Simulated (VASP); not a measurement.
Given:

```yaml
crystal:
  lattice:
    - [2.88314, 0.00000, 0.00000]
    - [0.00000, 2.88314, 0.00000]
    - [0.00000, 0.00000, 2.88314]
  atoms:
    - { symbol: Al, position: [0.50000, 0.50000, 0.50000] }
    - { symbol: Fe, position: [0.00000, 0.00000, 0.00000] }
```

Level of theory: rev-vdW-DF2, VASP's PBE PAW potentials (set 64) (plane waves; VASP). Numerical set-up: 520 eV cut-off, 13×13×13 Γ-centred mesh, first-order Methfessel-Paxton smearing of 0.10 eV, potentials Al Fe.

Task: Give the stress tensor in GPa (positive for a compressed cell).

Result: 
```
-5.12   0.00   0.00
 0.00  -5.12   0.00
 0.00   0.00  -5.12
```
The pressure is its mean diagonal, -5.12 GPa.

The compound is FeAl in the CsCl type structure. This cell is one point of a volume scan, at 1.03 of the reference volume. The run is not spin-polarised, so no magnetic state was tried. The electron count is odd and the run is not spin-polarised, which forces a metal.
